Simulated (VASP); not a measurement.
Data:

```xyz
2
Lattice="0.0000 2.8023 2.8023 2.8023 0.0000 2.8023 2.8023 2.8023 0.0000" Properties=species:S:1:pos:R:3 pbc="T T T"
In     2.8023     2.8023     2.8023
As     0.0000     0.0000     0.0000
```

Method: LDA (Ceperley-Alder, Perdew-Zunger) with spin-orbit coupling, VASP's LDA PAW potentials (set 64) (plane waves; VASP). Settings: 400 eV cut-off, 10×10×10 Γ-centred mesh, Gaussian smearing of 0.050 eV, potentials In_d As.

Q: Give the energies of bands 13 to 25 at the high-symmetry points, in eV from the Fermi level.

A: 
```tsv
band	Γ	X	U	L	W
13	-0.51	-5.16	-5.38	-6.95	-5.03
14	-0.51	-5.16	-5.38	-6.95	-5.03
15	-0.22	-2.96	-4.57	0.16	-4.07
16	-0.22	-2.96	-4.57	0.16	-4.07
17	-0.08	-2.59	-1.76	0.35	-4.05
18	-0.08	-2.59	-1.76	0.35	-4.05
19	-0.08	-2.33	-0.10	2.13	2.46
20	-0.08	-2.33	-0.10	2.13	2.46
21	7.31	3.81	5.62	3.12	4.22
22	7.32	3.81	5.62	3.12	4.22
23	7.32	9.46	7.05	3.43	6.93
24	7.32	9.46	7.05	3.43	6.93
25	7.36	9.99	8.39	4.86	7.02
```

It has no gap at this level: it comes out as a metal or semimetal.

The structure comes from a computed database's InAs entry (Fm-3m); how it stands against other phases isn't given here. It was relaxed first, which changed the volume by -8 %.
